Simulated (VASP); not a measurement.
ScF3:

```
CELL_PARAMETERS angstrom
4.01245 0.00000 0.00000
0.00000 4.01245 0.00000
0.00000 0.00000 4.01245
ATOMIC_POSITIONS crystal
Sc 0.00000 0.00000 0.00000
F 0.50000 0.00000 0.00000
F 0.00000 0.50000 0.00000
F 0.00000 0.00000 0.50000
```

| Quantity | Value |
| --- | --- |
| Program | VASP 6.6.1 |
| Task | relaxation of cell and atoms |
| Functional | LDA |
| Potentials or basis | VASP PAW LDA potentials, release 64 (Sc_sv, F) |
| Cutoff | 520 eV |
| k mesh | 8 × 8 × 8 |
| Occupations | gaussian, width 1 eV |
| Spin | no spin polarisation |

At the start: pressure -2.3 GPa; volume 16.15 Å³/atom.

Question: How do energy, volume and symmetry change on relaxing?

Answer: Over 3 steps the energy falls by 2.6 meV/atom and the volume is 15.79 Å³/atom (-2.2 %); space group Pm-3m (No. 221, to 0.05 Å).

Step by step:
```csv
step,energy change (eV),largest force (eV/Å),pressure (GPa),volume (Å³)
1,0.0000,0.0000,-2.32,64.60
2,-0.0076,0.0000,1.27,62.44
3,-0.0105,0.0000,0.00,63.17
```

Final structure:
```xyz
4
Lattice="3.9826 0.0000 0.0000 0.0000 3.9826 0.0000 0.0000 0.0000 3.9826" Properties=species:S:1:pos:R:3 pbc="T T T"
Sc    0.0000    0.0000    0.0000
F     1.9913    0.0000    0.0000
F     0.0000    1.9913    0.0000
F     0.0000    0.0000    1.9913
```
